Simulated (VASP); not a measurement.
VASP input:

### POSCAR
```
BaTiO3
1
    2.7912900000     1.6115520000     2.2888490000
   -2.7912900000     1.6115520000     2.2888490000
    0.0000000000    -3.2231040000     2.2888490000
Ba Ti O
1 1 3
Direct
 -0.0126960000   0.0040130000   0.0218730000
  0.5154800000   0.5228750000   0.4994500000
  0.4817780000   0.9466110000   0.4788790000
  0.4936960000   0.4977250000   0.9683130000
  0.9928320000   0.4998670000   0.5025750000
```

INCAR:
```
# general
SYSTEM  = BaTiO3
PREC    = Accurate
ENCUT   = 400
LREAL   = F   # projection in real space or not
LASPH   = T   # aspherical one-centre terms

# electronic loop
EDIFF   = 1E-6   # SCF stop (eV)
NELM    = 100   # most electronic steps
ALGO    = Normal   # blocked Davidson
LMAXMIX = 4

# smearing
ISMEAR  = 0   # Gaussian
SIGMA   = 0.01   # width (eV)

# ions
ISIF    = 2

# output
LWAVE   = F
LCHARG  = F
```

KPOINTS:
```
Automatic mesh
0
Gamma
5 5 5
0 0 0
```

POTCAR, in this order: Ba_sv Ti_sv O (LDA.64 set). Program: vasp_std.

Q: Translate this LDA calculation to Quantum ESPRESSO's pw.x.

A: One equivalent input (not run):
```
&CONTROL
  calculation = 'scf'
  pseudo_dir = './pseudo'
  outdir = './out'
  tprnfor = .true.
  tstress = .true.
/
&SYSTEM
  ibrav = 0
  nat = 5
  ntyp = 3
  ecutwfc = 84
  occupations = 'smearing'
  smearing = 'gaussian'
  degauss = 0.000735
  input_dft = 'pz'
/
&ELECTRONS
  conv_thr = 7.3e-08
  electron_maxstep = 100
/
ATOMIC_SPECIES
  Ba 137.327 Ba.upf
  Ti 47.867 Ti.upf
  O 15.999 O.upf
CELL_PARAMETERS angstrom
     2.7912900    1.6115520    2.2888490
    -2.7912900    1.6115520    2.2888490
     0.0000000   -3.2231040    2.2888490
ATOMIC_POSITIONS crystal
  Ba  -0.0126960  0.0040130  0.0218730
  Ti   0.5154800  0.5228750  0.4994500
  O    0.4817780  0.9466110  0.4788790
  O    0.4936960  0.4977250  0.9683130
  O    0.9928320  0.4998670  0.5025750
K_POINTS automatic
  5 5 5 0 0 0
```
Limits of the translation: the potentials are each code's own (VASP's PAW set, PseudoDojo norm-conserving files in pw.x), so ENCUT and ecutwfc are chosen apart and not converted; conv_thr bounds pw.x's estimated SCF error, while EDIFF bounds the energy change between steps.

The structure comes from a computed database's BaTiO3 entry; how it stands against other phases isn't given here. The cell was not relaxed at this level, atoms are displaced from their ideal sites, and its volume differs by -5.9 % from the start's.
